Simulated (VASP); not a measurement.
Method: LDA (Ceperley-Alder, Perdew-Zunger), VASP's LDA PAW potentials (set 64) (plane waves; VASP).

VASP input:

**INCAR**
```
SYSTEM  =  CaCl2
PREC  =  Accurate; ENCUT  =  300; LREAL  =  .FALSE.
LASPH  =  .TRUE.
EDIFF  =  1E-6; NELM  =  100; ALGO  =  Normal
ISMEAR  =  -1; SIGMA  =  0.05
ISIF  =  2
LWAVE  =  .FALSE.; LCHARG  =  .FALSE.
```

File KPOINTS:
```
Automatic mesh
0
Gamma
3 3 5
0 0 0
```

### POSCAR
```
CaCl2
1
    6.4385470000     0.0000000000     0.0000000000
    0.0000000000     6.4385470000     0.0000000000
    0.0000000000     0.0000000000     4.2060890000
Ca Cl
2 4
Direct
  0.5000000000   0.5000000000   0.5000000000
  0.0000000000   0.0000000000   0.0000000000
  0.6968000000   0.6968000000   0.0000000000
  0.3032000000   0.3032000000   0.0000000000
  0.8032000000   0.1968000000   0.5000000000
  0.1968000000   0.8032000000   0.5000000000
```

POTCAR, in this order: Ca_sv Cl (LDA.64 set). Program: vasp_std.

### Question
What will the output report for the number of irreducible k-points (NKPTS), largest plane-wave count, number of space-group operations, FFT grid (NGX, NGY, NGZ)?

### Answer

The number of irreducible k-points (NKPTS) is 9, the largest plane-wave count is 2076 and the number of space-group operations is 16. The FFT grid (NGX, NGY, NGZ) is 36 × 36 × 24.

The structure comes from a computed database's CaCl2 entry; how it stands against other phases isn't given here. The cell was not relaxed at this level. The run is one of a series of settings (KPOINTS 3×3×5 Γ-centred mesh against the base run), some of them coarse on purpose.
